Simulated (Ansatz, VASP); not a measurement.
**One calculation of GeBr, two programs**

```xyz
2
Lattice="0.0000 3.0249 3.0249 3.0249 0.0000 3.0249 3.0249 3.0249 0.0000" Properties=species:S:1:pos:R:3 pbc="T T T"
Ge    3.0249    3.0249    3.0249
Br    0.0000    0.0000    0.0000
```

Change from the starting cell: species swapped into the YbAs type (Fm-3m, No. 225).

Alike in both runs: functional PBE; k mesh 16 × 16 × 16; occupations gaussian, width 0.1 eV; no spin polarisation.

Ansatz relaxed the structure, and its values are those at the end. VASP's run is a single point on that final structure, the one shown.

```csv
,VASP,Ansatz
version,VASP 6.6.1,Ansatz 0.2.0
potentials or method,"VASP PAW PBE potentials, release 64 (Ge_d, Br)","scalar-relativistic, plane waves, PAW"
plane-wave cutoff (eV),520,420
valence electrons in the cell,21,21
```

Ansatz gave:

- gap on the k mesh at the Fermi level (eV): none
- pressure (GPa): 0.0

Problem. Estimate VASP's values.

Solution. gap on the k mesh at the Fermi level (eV): none; pressure (GPa): -0.1.

A gap of «none» marks a metal or a gap that the smearing closes. The functional is the same, so the differences come from potentials, cutoffs and numerics.

Caveats: an odd number of electrons without spin polarisation forces a metal; a magnetic or distorted state may lie lower.
